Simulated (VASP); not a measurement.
Level of theory: PBE GGA, VASP's PBE PAW potentials (set 64) (plane waves; VASP).

A VASP calculation is set up with these files.

File KPOINTS:
```
K-points
0
G
11 11 6
```

File POSCAR:
```
Tl
1
    1.7646000000    -3.0563770000     0.0000000000
    1.7646000000     3.0563770000     0.0000000000
    0.0000000000     0.0000000000     5.6304000000
Tl
2
Direct
  0.3333330000   0.6666670000   0.2500000000
  0.6666670000   0.3333330000   0.7500000000
```

### INCAR
```
LCHARG  =  .FALSE.
ALGO  =  VeryFast
PREC  =  Accurate
SYSTEM  =  Tl
LMAXMIX  =  4   # l cut-off of mixed one-centre charges
GGA  =  PE   # PBE
SIGMA  =  0.1   # width (eV)
ISIF  =  2
LWAVE  =  .FALSE.
LREAL  =  .FALSE.
LASPH  =  .TRUE.   # aspherical one-centre terms
ENCUT  =  400   # plane-wave cut-off (eV)
ISMEAR  =  1
EDIFF  =  1E-6
NELM  =  100
```

POTCAR, in this order: Tl_d (PBE.64 set). Program: vasp_std.

Output of the run:

### OSZICAR
```
       N       E                     dE             d eps       ncg     rms          rms(c)
RMM:   1     0.290490940830E+03    0.29049E+03   -0.90508E+03  1088   0.102E+03
RMM:   2     0.516722481763E+02   -0.23882E+03   -0.25175E+03  1088   0.293E+02
RMM:   3     0.103063040947E+01   -0.50642E+02   -0.56151E+02  1088   0.115E+02
RMM:   4    -0.371098629041E+01   -0.47416E+01   -0.82853E+01  1088   0.493E+01
RMM:   5    -0.433943685031E+01   -0.62845E+00   -0.63399E+00  1088   0.149E+01
RMM:   6    -0.447508526645E+01   -0.13565E+00   -0.90071E-01  1088   0.591E+00
RMM:   7    -0.449301367306E+01   -0.17928E-01   -0.15251E-01  1088   0.257E+00
RMM:   8    -0.449603088278E+01   -0.30172E-02   -0.28076E-02  1088   0.121E+00
RMM:   9    -0.449659456907E+01   -0.56369E-03   -0.55513E-03  2557   0.587E-01
RMM:  10    -0.449676206439E+01   -0.16750E-03   -0.16045E-03  2463   0.326E-01
RMM:  11    -0.449678289587E+01   -0.20831E-04   -0.21139E-04  2477   0.126E-01
RMM:  12    -0.449679026282E+01   -0.73669E-05   -0.73841E-05  2462   0.722E-02    0.256E+00
RMM:  13    -0.445826792282E+01    0.38522E-01   -0.75820E-02  4351   0.205E+00    0.184E+00
RMM:  14    -0.445168358551E+01    0.65843E-02   -0.30427E-02  3778   0.127E+00    0.664E-01
RMM:  15    -0.445125111716E+01    0.43247E-03   -0.13181E-03  2553   0.308E-01    0.224E-02
RMM:  16    -0.445126393708E+01   -0.12820E-04   -0.64677E-05  2416   0.878E-02    0.102E-02
RMM:  17    -0.445126779181E+01   -0.38547E-05   -0.10645E-05  2372   0.341E-02    0.542E-03
RMM:  18    -0.445126863902E+01   -0.84720E-06   -0.16327E-06  1590   0.116E-02
   1 F= -.44512686E+01 E0= -.44508739E+01  d E =-.118410E-02
```

File OUTCAR:
```
------------------------ aborting loop because EDIFF is reached ----------------------------------------
  FORCE on cell =-STRESS in cart. coord.  units (eV):
  Direction    XX          YY          ZZ          XY          YZ          ZX
  --------------------------------------------------------------------------------------
  Total        0.3491151      0.3491151      0.2879052      0.0000000      0.0000000      0.0000000
  in kB        9.2099396      9.2099405      7.5951719      0.0000000      0.0000000      0.0000000
  external PRESSURE =       8.6716840 kB  Pullay stress =       0.0000000 kB
  volume of cell :       60.73
      direct lattice vectors                 reciprocal lattice vectors
     1.764600000 -3.056377000  0.000000000     0.283350334 -0.163592384  0.000000000
     1.764600000  3.056377000  0.000000000     0.283350334  0.163592384  0.000000000
     0.000000000  0.000000000  5.630400000     0.000000000  0.000000000  0.177607275
 POSITION                                       TOTAL-FORCE (eV/Angst)
 -----------------------------------------------------------------------------------
      1.76460      1.01879      1.40760        -0.000000      0.000000      0.000000
      1.76460     -1.01879      4.22280         0.000000     -0.000000      0.000000
 -----------------------------------------------------------------------------------
    total drift:                               -0.000000      0.000470      0.000008
  FREE ENERGIE OF THE ION-ELECTRON SYSTEM (eV)
  ---------------------------------------------------
  free  energy   TOTEN  =        -4.4512686390 eV

  energy  without entropy=       -4.4500845416  energy(sigma->0) =       -4.45087394
```
(Selected blocks of OUTCAR.)

The compound is Tl in the hcp structure. The cell was not relaxed at this level. The run is one of a series of settings (ALGO = VeryFast against the base run), some of them coarse on purpose.
